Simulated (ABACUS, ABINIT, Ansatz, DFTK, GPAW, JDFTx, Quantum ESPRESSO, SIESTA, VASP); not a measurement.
## BiTe: programs and potentials compared

```
Bi Te
1.0
     0.00000    3.23500    3.23500
     3.23500    0.00000    3.23500
     3.23500    3.23500    0.00000
Bi Te
1 1
Direct
  0.00000 0.00000 0.00000
  0.50000 0.50000 0.50000
```

Alike in all runs: task single point; functional PBE; k mesh 7 × 7 × 7; occupations fermi-dirac, width 0.05 eV; no spin polarisation; no spin-orbit coupling. Pressure is positive in compression and, in plane waves, holds the error of the finite cutoff, which Ansatz's Pulay term estimates and takes out.

```tsv
program and potentials	plane-wave cutoff (eV)	notes	pressure (GPa)
SIESTA, files PseudoDojo sr-pbe-0.4.1-standard, DZP (energy shift 0.003 Ry; two zetas on semicore shells)	-	atomic basis; 15.5 valence electrons an atom on average	1.68
JDFTx, PseudoDojo-SR-PBE-0.4.1-standard with smoothed tails	1088	15.5 valence electrons an atom on average	0.96
VASP, PBE PAW files Bi_d, Te, 520 eV	520	10.5 valence electrons an atom on average	0.87
Quantum ESPRESSO, SSSP 1.3 efficiency PBE	748	10.5 valence electrons an atom on average	0.67
ABACUS, PseudoDojo NC SR 0.4.1 PBE standard, plane waves	1129	15.5 valence electrons an atom on average	0.95
GPAW, GPAW PAW data sets (gpaw-data 1.2.1)	600	10.5 valence electrons an atom on average	?
ABINIT, JTH PAW PBE v2.0	599	10.5 valence electrons an atom on average	0.84
DFTK, PseudoDojo SR PBE 0.4.1 standard (PBE)	1088	15.5 valence electrons an atom on average	0.96
Ansatz, Ansatz PAW (earlier soft set)	420	15.5 valence electrons an atom on average	0.93
Ansatz, all-electron LAPW, scalar-relativistic	-	-	0.93
```

Problem. Estimate from the other rows what the run with GPAW, GPAW PAW data sets (gpaw-data 1.2.1) gave.

Solution. Pressure 0.70 GPa. The other rows, which needn't bracket it: pressure 0.67 to 1.68.
